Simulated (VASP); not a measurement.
Calculation: PBE GGA, VASP's PBE PAW potentials (set 64) (plane waves; VASP).

VASP input:

File POSCAR:
```
AlN
1.0
  1.5550000000  -2.6933390000   0.0000000000
  1.5550000000   2.6933390000   0.0000000000
  0.0000000000   0.0000000000   4.9800000000
Al N
2 2
direct
  0.6666670000   0.3333330000   0.5000000000
  0.3333330000   0.6666670000   0.0000000000
  0.6666670000   0.3333330000   0.8820000000
  0.3333330000   0.6666670000   0.3820000000
```

**INCAR**
```
SIGMA  =  0.05
ENCUT  =  520
LCHARG  =  .FALSE.
LWAVE  =  .FALSE.
ISIF  =  3   # ions, shape and volume
PREC  =  Accurate
ALGO  =  Normal
NELM  =  100   # most electronic steps
IBRION  =  2
LREAL  =  .FALSE.
NSW  =  60   # most ionic steps
EDIFFG  =  -0.01
GGA  =  PE
EDIFF  =  1E-6
LASPH  =  .TRUE.
ISMEAR  =  0
SYSTEM  =  AlN
```

File KPOINTS:
```
Automatic mesh
0
Gamma
9 9 5
0 0 0
```

POTCAR, in this order: Al N (PBE.64 set). Program: vasp_std.

The run wrote:

**OSZICAR**
```
       N       E                     dE             d eps       ncg     rms          rms(c)
DAV:   1     0.510239253631E+02    0.51024E+02   -0.77498E+03   864   0.120E+03
DAV:   2    -0.304420363321E+02   -0.81466E+02   -0.73925E+02  1268   0.223E+02
DAV:   3    -0.344866930708E+02   -0.40447E+01   -0.40176E+01  1132   0.530E+01
DAV:   4    -0.345231250926E+02   -0.36432E-01   -0.36423E-01   984   0.575E+00
DAV:   5    -0.345236141947E+02   -0.48910E-03   -0.48909E-03  1092   0.694E-01    0.122E+01
DAV:   6    -0.297670752892E+02    0.47565E+01   -0.16952E+01  1032   0.316E+01    0.426E+00
DAV:   7    -0.297815419226E+02   -0.14467E-01   -0.65809E-01   968   0.641E+00    0.290E+00
DAV:   8    -0.297747564613E+02    0.67855E-02   -0.77983E-02   996   0.292E+00    0.479E-01
DAV:   9    -0.297699829435E+02    0.47735E-02   -0.20601E-02  1080   0.107E+00    0.240E-01
DAV:  10    -0.297705319103E+02   -0.54897E-03   -0.22353E-03  1024   0.364E-01    0.130E-01
DAV:  11    -0.297704641875E+02    0.67723E-04   -0.20419E-04  1024   0.115E-01    0.321E-02
DAV:  12    -0.297704659994E+02   -0.18119E-05   -0.80300E-06   960   0.291E-02    0.902E-03
DAV:  13    -0.297704657127E+02    0.28676E-06   -0.54357E-06  1028   0.173E-02
   1 F= -.29770466E+02 E0= -.29770466E+02  d E =-.297705E+02
       N       E                     dE             d eps       ncg     rms          rms(c)
DAV:   1    -0.298323102554E+02   -0.61844E-01   -0.12530E+00   980   0.107E+01    0.166E+00
DAV:   2    -0.297731496093E+02    0.59161E-01   -0.21131E-01  1000   0.359E+00    0.360E-01
DAV:   3    -0.297727199565E+02    0.42965E-03   -0.74052E-03  1008   0.772E-01    0.149E-01
DAV:   4    -0.297723966549E+02    0.32330E-03   -0.28478E-04  1044   0.161E-01    0.767E-02
DAV:   5    -0.297723108667E+02    0.85788E-04   -0.63166E-05   980   0.706E-02    0.270E-02
DAV:   6    -0.297723088923E+02    0.19745E-05   -0.22175E-06   708   0.133E-02    0.647E-03
DAV:   7    -0.297723090707E+02   -0.17843E-06   -0.71434E-07   460   0.678E-03
   2 F= -.29772309E+02 E0= -.29772309E+02  d E =-.184336E-02
       N       E                     dE             d eps       ncg     rms          rms(c)
DAV:   1    -0.297935079350E+02   -0.21199E-01   -0.28789E-01   988   0.520E+00    0.788E-01
DAV:   2    -0.297801793570E+02    0.13329E-01   -0.46224E-02  1008   0.168E+00    0.180E-01
DAV:   3    -0.297800591790E+02    0.12018E-03   -0.17365E-03  1016   0.376E-01    0.721E-02
DAV:   4    -0.297799901340E+02    0.69045E-04   -0.58971E-05  1032   0.738E-02    0.386E-02
DAV:   5    -0.297799731631E+02    0.16971E-04   -0.14225E-05   976   0.343E-02    0.133E-02
DAV:   6    -0.297799737200E+02   -0.55688E-06   -0.51859E-07   488   0.637E-03
   3 F= -.29779974E+02 E0= -.29779974E+02  d E =-.950801E-02
       N       E                     dE             d eps       ncg     rms          rms(c)
DAV:   1    -0.297799765472E+02   -0.33841E-05   -0.13225E-04   984   0.111E-01    0.168E-02
DAV:   2    -0.297799699951E+02    0.65521E-05   -0.21259E-05  1000   0.361E-02    0.391E-03
DAV:   3    -0.297799699281E+02    0.67019E-07   -0.74253E-07   452   0.807E-03
   4 F= -.29779970E+02 E0= -.29779970E+02  d E =-.950422E-02
       N       E                     dE             d eps       ncg     rms          rms(c)
DAV:   1    -0.297800353170E+02   -0.65322E-04   -0.26873E-03   864   0.497E-01    0.280E-02
DAV:   2    -0.297800189944E+02    0.16323E-04   -0.22992E-05  1096   0.460E-02    0.158E-02
DAV:   3    -0.297800105238E+02    0.84706E-05   -0.12613E-05  1072   0.314E-02    0.130E-03
DAV:   4    -0.297800105833E+02   -0.59567E-07   -0.78364E-07   480   0.884E-03
   5 F= -.29780011E+02 E0= -.29780011E+02  d E =-.406553E-04
```

File OUTCAR:
```
------------------------ aborting loop because EDIFF is reached ----------------------------------------
  FORCE on cell =-STRESS in cart. coord.  units (eV):
  Direction    XX          YY          ZZ          XY          YZ          ZX
  --------------------------------------------------------------------------------------
  Total       -0.0257455     -0.0257455     -0.0084843      0.0000000      0.0000000      0.0000000
  in kB       -0.9697618     -0.9697618     -0.3195792      0.0000000      0.0000000      0.0000000
  external PRESSURE =      -0.7530343 kB  Pullay stress =       0.0000000 kB
  volume of cell :       42.54
      direct lattice vectors                 reciprocal lattice vectors
     1.564752056 -2.710230057  0.000000000     0.319539443 -0.184486184  0.000000000
     1.564752056  2.710230057 -0.000000000     0.319539443  0.184486184  0.000000000
     0.000000000  0.000000000  5.014933021     0.000000000  0.000000000  0.199404458
  FREE ENERGIE OF THE ION-ELECTRON SYSTEM (eV)
  ---------------------------------------------------
  free  energy   TOTEN  =       -29.7800105833 eV

  energy  without entropy=      -29.7800105833  energy(sigma->0) =      -29.78001058

 reached required accuracy - stopping structural energy minimisation
```
(Selected blocks of OUTCAR.)

### CONTCAR
```
AlN
   1.00000000000000
     1.5647520561399069   -2.7102300566041273    0.0000000000000000
     1.5647520561399069    2.7102300566041273   -0.0000000000000000
     0.0000000000000000    0.0000000000000000    5.0149330207041034
  Al              N
     2     2
Direct
     0.6666669999999968    0.3333330000000032    0.5001241753874168
     0.3333330000000032    0.6666669999999968    0.0001241753874170
     0.6666669999999968    0.3333330000000032    0.8818758246125811
     0.3333330000000032    0.6666669999999968    0.3818758246125810
```

File OUTCAR:
```
 val. band max:        5.9792985870   @ k =   0.0000   0.0000   0.0000

 cond. band min:      10.0276241029   @ k =   0.0000   0.0000   0.0000


 Fermi energy:         6.2528989045

 k-point     1 :       0.0000    0.0000    0.0000
  band No.  band energies     occupation
      1      -9.0992      2.00000
      2      -7.0118      2.00000
      3       0.0666      2.00000
      4       5.1259      2.00000
      5       5.1260      2.00000
      6       5.7698      2.00000
      7       5.7699      2.00000
      8       5.9793      2.00000
      9      10.0276      0.00000
     10      12.4889      0.00000
     11      16.4439      0.00000
     12      17.0047      0.00000

 k-point     2 :       0.1111   -0.0000    0.0000
  band No.  band energies     occupation
      1      -8.9459      2.00000
      2      -6.9260      2.00000
      3       0.2507      2.00000
      4       4.4292      2.00000
      5       4.9321      2.00000
      6       5.0901      2.00000
      7       5.7408      2.00000
      8       5.9091      2.00000
      9      10.7185      0.00000
     10      13.0962      0.00000
     11      15.8182      0.00000
     12      16.0926      0.00000

 k-point     3 :       0.2222    0.0000    0.0000
  band No.  band energies     occupation
      1      -8.5111      2.00000
      2      -6.7112      2.00000
      3       0.7849      2.00000
      4       2.9471      2.00000
      5       3.8443      2.00000
      6       4.5322      2.00000
      7       5.6103      2.00000
      8       5.6508      2.00000
      9      11.8445      0.00000
     10      13.6322      0.00000
     11      14.2889      0.00000
     12      15.6736      0.00000

 k-point     4 :       0.3333    0.0000    0.0000
  band No.  band energies     occupation
      1      -7.8860      2.00000
      2      -6.5036      2.00000
      3       1.5163      2.00000
      4       1.6237      2.00000
      5       2.6819      2.00000
      6       4.1593      2.00000
...
```

The compound is AlN in the wurtzite structure. This run relaxes it. Symmetry was kept, so distortions that lower it aren't found.
